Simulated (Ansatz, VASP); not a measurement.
# Te (Tellurium) in two plane-wave programs, part 2 of 2

Aim: how closely do two programs agree when they are given the same cell, functional and k mesh? The cell is taken from a series of runs on this material, whose earlier steps may have relaxed, scaled, displaced or heated it; both programs get it as it stands.

VASP 6.6.1 and Ansatz 0.2.0.

So far: The structure; Ansatz: zone-centre phonons, PBEsol.

## 3. VASP: zone-centre phonons, PBEsol

Level of this step: PBEsol; plane waves and PAW (Te) (VASP).

The same cell, functional, mesh and smearing now go to VASP, with its own data sets.

Lines of VASP's logs that name or quote its potential files are left out, and so is its time.

The input, INCAR:

```
SYSTEM = Te
PREC = Accurate
ENCUT = 500
EDIFF = 1E-08
NELM = 120
ISMEAR = 1
SIGMA = 0.2
LREAL = .FALSE.
ALGO = Normal
GGA = PS
NBANDS = 15
LORBIT = 11
LWAVE = .FALSE.
LCHARG = .FALSE.
ISIF = 2
IBRION = 8
LASPH = .TRUE.
GGA_COMPAT = .FALSE.
KPAR = 2
```

The input, POSCAR:

```
Te
1.0
    4.3601878232      0.0000000000      0.0000000000
   -2.1800939116      3.7760334202      0.0000000000
    0.0000000000      0.0000000000      5.9565045494
Te
3
Direct
    0.2801969651      0.0000000000      0.3333333333
    0.0000000000      0.2801969651      0.6666666667
    0.7198030349      0.7198030349      0.0000000000
```

The input, KPOINTS:

```
Automatic mesh
0
Gamma
12 12 8
0 0 0
```

The projector-augmented-wave data sets are Te (PBE family, release 64).

Run with:

```sh
mpirun -np 2 vasp_std
```

Numbers of over 12 decimals in the logs are rounded to 6 here.

What it wrote:

```text
[banner, memory and clock lines left out]
running    2 mpi-ranks, on    1 nodes
 distrk:  each k-point on    1 cores,    2 groups
 distr:  one band on    1 cores,    1 groups

 POSCAR found type information on POSCAR Te
 POSCAR found :  1 types and       3 ions
|                                                                             |
|               ----> ADVICE to this user running VASP <----                  |
|                                                                             |
|     You enforced a specific xc type in the INCAR file but a different       |
|     [... a line on the potential file left out ...]
|     I HOPE YOU KNOW WHAT YOU ARE DOING!                                     |
|                                                                             |

 LDA part: xc-table for (Slater+PW92), standard interpolation
 POSCAR, INCAR and KPOINTS ok, starting setup
 FFT: planning ... GRIDC
 FFT: planning ... GRID_SOFT
 FFT: planning ... GRID
 WAVECAR not read
 entering main loop
       N       E                     dE             d eps       ncg     rms          rms(c)
DAV:   1     0.714004927600E+02    0.71400E+02   -0.63953E+03  3930   0.933E+02
DAV:   2    -0.583048025425E+01   -0.77231E+02   -0.73401E+02  5229   0.140E+02
DAV:   3    -0.105205204775E+02   -0.46900E+01   -0.46644E+01  4588   0.389E+01
DAV:   4    -0.106018891264E+02   -0.81369E-01   -0.81348E-01  5808   0.602E+00
DAV:   5    -0.106030547069E+02   -0.11656E-02   -0.11656E-02  5053   0.627E-01    0.132E+01
DAV:   6    -0.105836191682E+02    0.19436E-01   -0.13471E-02  4973   0.697E-01    0.823E+00
DAV:   7    -0.105770684991E+02    0.65507E-02   -0.28608E-02  4546   0.100E+00    0.258E-01
DAV:   8    -0.105765930004E+02    0.47550E-03   -0.49572E-03  4434   0.403E-01    0.123E-01
DAV:   9    -0.105766085773E+02   -0.15577E-04   -0.13324E-04  5504   0.800E-02    0.795E-02
DAV:  10    -0.105766098287E+02   -0.12513E-05   -0.13648E-05  5209   0.237E-02    0.929E-03
DAV:  11    -0.105766082065E+02    0.16222E-05   -0.43665E-06  4875   0.124E-02    0.333E-03
DAV:  12    -0.105766083247E+02   -0.11821E-06   -0.36771E-07  5295   0.366E-03    0.157E-03
DAV:  13    -0.105766083079E+02    0.16819E-07   -0.45472E-08  4896   0.135E-03    0.575E-04
DAV:  14    -0.105766083103E+02   -0.23811E-08   -0.32559E-09  3246   0.346E-04
   1 F= -.10576608E+02 E0= -.10577471E+02  d E =0.258716E-02
 Linear response reoptimize wavefunctions to high precision
DAV:   1    -0.105766083140E+02   -0.37602E-08   -0.14615E-09  4135   0.231E-04
DAV:   2    -0.105766083140E+02   -0.38654E-11   -0.16959E-10  2588   0.892E-05
 Linear response DOF=           3
 Linear response progress:
  Degree of freedom:   1/  3
       N       E                     dE             d eps       ncg     rms          rms(c)
RMM:   1    -0.462152359046E-01   -0.46215E-01    0.38528E-02 21718   0.104E+00
RMM:   2    -0.448260320625E-01    0.13892E-02   -0.23273E-03 15066   0.276E-01    0.962E-02
RMM:   3    -0.447578050601E-01    0.68227E-04   -0.83754E-05 15960   0.580E-02    0.665E-02
RMM:   4    -0.446899234591E-01    0.67882E-04   -0.20763E-05 16276   0.242E-02    0.155E-02
RMM:   5    -0.446911354783E-01   -0.12120E-05   -0.58579E-07 16483   0.559E-03    0.778E-03
RMM:   6    -0.446982614275E-01   -0.71259E-05   -0.27534E-07 16319   0.247E-03    0.154E-03
RMM:   7    -0.446975299730E-01    0.73145E-06    0.76712E-08 16650   0.662E-04    0.482E-04
RMM:   8    -0.446966594261E-01    0.87055E-06    0.11058E-07 16543   0.222E-04    0.134E-04
RMM:   9    -0.446967390790E-01   -0.79653E-07   -0.17774E-07 17249   0.590E-05    0.699E-05
RMM:  10    -0.446967296719E-01    0.94071E-08   -0.56752E-08 16670   0.291E-05    0.197E-05
 first order change of Fermi-energy   0.25280E+00
 force on displaced ion       1 direction 1 :  -2.732   0.000   0.000
 Linear response progress:
  Degree of freedom:   2/  3
       N       E                     dE             d eps       ncg     rms          rms(c)
RMM:   1    -0.473131789223E-01   -0.47313E-01    0.33351E-02 39734   0.104E+00
RMM:   2    -0.461208353450E-01    0.11923E-02   -0.23841E-03 27418   0.274E-01    0.737E-02
RMM:   3    -0.459891912573E-01    0.13164E-03   -0.10443E-04 28941   0.607E-02    0.485E-02
RMM:   4    -0.459037950782E-01    0.85396E-04   -0.33117E-05 29274   0.272E-02    0.143E-02
RMM:   5    -0.459087613864E-01   -0.49663E-05   -0.16307E-06 29813   0.699E-03    0.730E-03
RMM:   6    -0.459209887642E-01   -0.12227E-04   -0.28943E-07 29788   0.234E-03    0.104E-03
RMM:   7    -0.459207013793E-01    0.28738E-06    0.12337E-07 30551   0.485E-04    0.596E-04
RMM:   8    -0.459203102636E-01    0.39112E-06    0.79267E-08 30219   0.191E-04    0.108E-04
RMM:   9    -0.459203916663E-01   -0.81403E-07   -0.88171E-08 31331   0.516E-05    0.198E-05
RMM:  10    -0.459203781820E-01    0.13484E-07   -0.18734E-08 30761   0.221E-05    0.708E-06
RMM:  11    -0.459203897542E-01   -0.11572E-07   -0.22104E-08 31845   0.113E-05    0.228E-06
RMM:  12    -0.459203899971E-01   -0.24290E-09    0.92274E-09 24908   0.831E-06    0.754E-07
 first order change of Fermi-energy   0.62981E-04
 force on displaced ion       1 direction 2 :  -0.001  -2.336  -0.513
 Linear response progress:
  Degree of freedom:   3/  3
       N       E                     dE             d eps       ncg     rms          rms(c)
RMM:   1    -0.572589018928E-01   -0.57259E-01    0.45956E-02 41881   0.107E+00
RMM:   2    -0.545559647949E-01    0.27029E-02   -0.29425E-03 27508   0.299E-01    0.235E-01
RMM:   3    -0.543183295112E-01    0.23764E-03   -0.45032E-04 28767   0.911E-02    0.163E-01
RMM:   4    -0.542799508886E-01    0.38379E-04   -0.15690E-05 29253   0.236E-02    0.801E-02
RMM:   5    -0.542703898647E-01    0.95610E-05   -0.64741E-06 29692   0.142E-02    0.404E-03
RMM:   6    -0.542724678893E-01   -0.20780E-05   -0.25746E-07 29939   0.304E-03    0.262E-03
RMM:   7    -0.542745403968E-01   -0.20725E-05   -0.98147E-08 29767   0.122E-03    0.585E-04
RMM:   8    -0.542746490584E-01   -0.10866E-06    0.15476E-08 30707   0.320E-04    0.266E-04
RMM:   9    -0.542748649611E-01   -0.21590E-06   -0.76392E-08 29681   0.148E-04    0.446E-05
RMM:  10    -0.542749667523E-01   -0.10179E-06   -0.11801E-07 31550   0.453E-05    0.106E-05
RMM:  11    -0.542749812220E-01   -0.14470E-07   -0.15493E-08 31417   0.171E-05    0.412E-06
RMM:  12    -0.542749775798E-01    0.36421E-08    0.30127E-09 30108   0.956E-06    0.122E-06
 first order change of Fermi-energy   0.16688E-04
 force on displaced ion       1 direction 3 :  -0.001  -0.512  -4.847
 Linear response finished
```

From OUTCAR (step 3):

```text
ion  position               nearest neighbor table
   1  0.280  0.000  0.333-   3 2.90   2 2.90   3 3.38   3 3.38   2 3.38   2 3.38
   2  0.000  0.280  0.667-   3 2.90   1 2.90   3 3.38   3 3.38   1 3.38   1 3.38
   3  0.720  0.720  0.000-   1 2.90   2 2.90   1 3.38   2 3.38   2 3.38   1 3.38

  LATTYP: Found a hexagonal cell.
 ALAT       =     4.3601878232
 C/A-ratio  =     1.3661119179

 Subroutine GETGRP returns: Found  6 space group operations
 (whereof  2 operations were pure point group operations)

The static configuration has the point symmetry C_2 .
 The point group associated with its full space group is D_3 .

 Found    131 irreducible k-points:

   k-points           NKPTS =    131   k-points in BZ     NKDIM =    131   number of bands    NBANDS=     15

   dimension x,y,z NGX =    32 NGY =   32 NGZ =   48
   dimension x,y,z NGXF=    64 NGYF=   64 NGZF=   96

   ENCUT  =  500.0 eV  36.75 Ry    6.06 a.u.   7.95  7.95 10.86*2*pi/ulx,y,z

   NELECT =      18.0000    total number of electrons

 k-points in reciprocal lattice and weights: Automatic mesh
   0.00000000  0.00000000  0.00000000       0.001
   0.08333333  0.00000000  0.00000000       0.005
   0.16666667  0.00000000  0.00000000       0.005
   0.25000000  0.00000000  0.00000000       0.005
   0.33333333  0.00000000  0.00000000       0.005
   0.41666667  0.00000000  0.00000000       0.005
   0.50000000  0.00000000  0.00000000       0.003
   0.08333333  0.08333333  0.00000000       0.005
   0.16666667  0.08333333  0.00000000       0.010
[...]
0.33333333  0.25000000  0.50000000       0.010
   0.33333333  0.33333333  0.50000000       0.002

 average (electrostatic) potential at core
       1 -88.4855       2 -88.4855       3 -88.4855

  Total       -0.3399736     -0.3399736     -0.3214903      0.0000000      0.0000000      0.0000000
  in kB       -5.5542230     -5.5542230     -5.2522565      0.0000000      0.0000000      0.0000000
  external PRESSURE =      -5.4535675 kB  Pullay stress =       0.0000000 kB

  energy-cutoff  :      500.00
  volume of cell :       98.07
      direct lattice vectors                 reciprocal lattice vectors
     4.360187823  0.000000000  0.000000000     0.229347918  0.132414082  0.000000000
    -2.180093912  3.776033420  0.000000000     0.000000000  0.264828165  0.000000000
     0.000000000  0.000000000  5.956504549     0.000000000  0.000000000  0.167883696

 POSITION                                       TOTAL-FORCE (eV/Angst)
 -----------------------------------------------------------------------------------
      1.22171      0.00000      1.98550         0.018678     -0.000000      0.000000
     -0.61086      1.05803      3.97100        -0.009339      0.016175     -0.000000
      1.56924      2.71800      0.00000        -0.009339     -0.016175     -0.000000
 -----------------------------------------------------------------------------------
    total drift:                                0.000000     -0.000000      0.000000

 Eigenvectors and eigenvalues of the dynamical matrix
 ----------------------------------------------------

   1 f  =    3.803899 THz    23.900601 2PiTHz  126.884405 cm-1    15.731654 meV
             X         Y         Z           dx          dy          dz
      1.221711  0.000000  1.985502     0.125152    0.074494    0.404189
     -0.610856  1.058033  3.971003     0.001969   -0.145633    0.385833
      1.569238  2.718000  0.000000    -0.127075    0.071111   -0.790022

   2 f  =    3.803899 THz    23.900601 2PiTHz  126.884405 cm-1    15.731654 meV
             X         Y         Z           dx          dy          dz
      1.221711  0.000000  1.985502     0.074513   -0.125122   -0.678880
     -0.610856  1.058033  3.971003    -0.145614   -0.001938    0.689478
      1.569238  2.718000  0.000000     0.071129    0.127106   -0.010598

   3 f  =    3.035872 THz    19.074944 2PiTHz  101.265779 cm-1    12.555351 meV
             X         Y         Z           dx          dy          dz
      1.221711  0.000000  1.985502     0.577350    0.000000   -0.000000
     -0.610856  1.058033  3.971003    -0.288675    0.500000    0.000000
      1.569238  2.718000  0.000000    -0.288675   -0.500000   -0.000000

   4 f  =    2.634842 THz    16.555197 2PiTHz   87.888852 cm-1    10.896824 meV
             X         Y         Z           dx          dy          dz
      1.221711  0.000000  1.985502     0.000000   -0.577350    0.000151
     -0.610856  1.058033  3.971003     0.500000    0.288675    0.000151
      1.569238  2.718000  0.000000    -0.500000    0.288675    0.000151

   5 f  =    2.436426 THz    15.308514 2PiTHz   81.270414 cm-1    10.076243 meV
             X         Y         Z           dx          dy          dz
      1.221711  0.000000  1.985502    -0.529043   -0.179639    0.066230
     -0.610856  1.058033  3.971003     0.108886    0.547971    0.135779
      1.569238  2.718000  0.000000     0.420050   -0.368296   -0.202009

   6 f  =    2.436426 THz    15.308514 2PiTHz   81.270414 cm-1    10.076243 meV
             X         Y         Z           dx          dy          dz
      1.221711  0.000000  1.985502    -0.179663    0.528972   -0.195022
     -0.610856  1.058033  3.971003     0.547947   -0.108957    0.154868
      1.569238  2.718000  0.000000    -0.368320   -0.420122    0.040155

   7 f/i=    0.000197 THz     0.001241 2PiTHz    0.006586 cm-1     0.000817 meV
             X         Y         Z           dx          dy          dz
      1.221711  0.000000  1.985502     0.538239   -0.208799   -0.000004
     -0.610856  1.058033  3.971003     0.538284   -0.208744   -0.000007
      1.569238  2.718000  0.000000     0.538309   -0.208810    0.000011

   8 f/i=    0.000197 THz     0.001241 2PiTHz    0.006586 cm-1     0.000817 meV
             X         Y         Z           dx          dy          dz
      1.221711  0.000000  1.985502     0.208769    0.538316    0.000010
     -0.610856  1.058033  3.971003     0.208824    0.538271   -0.000009
      1.569238  2.718000  0.000000     0.208758    0.538246   -0.000002

   9 f/i=    0.000690 THz     0.004337 2PiTHz    0.023023 cm-1     0.002854 meV
             X         Y         Z           dx          dy          dz
      1.221711  0.000000  1.985502    -0.000000    0.000151    0.577350
     -0.610856  1.058033  3.971003    -0.000131   -0.000076    0.577350
      1.569238  2.718000  0.000000     0.000131   -0.000076    0.577350

 ELASTIC MODULI CONTR FROM IONIC RELAXATION (kBar)
 Direction    XX          YY          ZZ          XY          YZ          ZX
 --------------------------------------------------------------------------------
 XX        -226.9079    -77.8115   -186.6344      0.0000   -108.3467      0.0000
 YY         -77.8115   -226.9079   -186.6344     -0.0000    108.3467     -0.0000
 ZZ        -186.6344   -186.6344   -228.6195      0.0000      0.0000      0.0000
 XY           0.0000     -0.0000      0.0000    -74.8649      0.0000   -105.7054
 YZ        -108.3467    108.3467      0.0000      0.0000   -175.9390      0.0000
 ZX           0.0000     -0.0000      0.0000   -105.7054      0.0000   -169.4295
 --------------------------------------------------------------------------------
```

## 4. Comparison

Known differences besides the potentials themselves: the data sets hold 48 valence electrons in Ansatz (on its PAW soft_1 files) and 18 in VASP; the cutoff is 420 eV in Ansatz and 500 eV in VASP; Ansatz makes its cores anew for this functional, VASP keeps those of its PBE data sets. Total energies have different zeros and are not compared.

The two programs side by side:

```csv
quantity,Ansatz,VASP,difference
optical mode 1 to 2 (cm⁻¹),81.2,81.3,-0.14 %
optical mode 3 (cm⁻¹),87.8,87.9,-0.04 %
optical mode 4 (cm⁻¹),99.7,101.3,-1.60 %
optical mode 5 to 6 (cm⁻¹),126.5,126.9,-0.34 %
```

Modes are paired by rising frequency, not by their patterns, so a pair may set unlike modes beside each other; they are those without the splitting of longitudinal modes.

## 5. Outcome

| Property | Result |
| --- | --- |
| r.m.s. difference of the optical zone-centre modes, each program's sorted by frequency (zone-centre phonons, PBEsol) | 0.71 cm⁻¹ |
| difference in optical mode 4 (zone-centre phonons, PBEsol) | -1.6 % |

In words: The r.m.s. difference of the optical zone-centre modes, each program's sorted by frequency is 0.71 cm⁻¹ (zone-centre phonons, PBEsol). The data sets hold unlike numbers of valence electrons (48 in Ansatz and 18 in VASP), so part of the differences comes from the potentials. Among the rows given in per cent, the largest difference of the zone-centre phonons, PBEsol pair is in optical mode 4, -1.6 %. How closely two codes agree says nothing of how well the functional describes the real material.

[Lines on the potential files, build, host, timing and source positions are cut from VASP's logs without a mark.]

[Logs are printed without paths, hosts, clocks, repeated set-up lines and the standing remarks that a program may print on its own settings, such as how far it seeks lower states.]

[Hosts, paths, dates, database ids (printed as entryN), source tags and the programs' standing remarks are cut or masked in the printed files.]
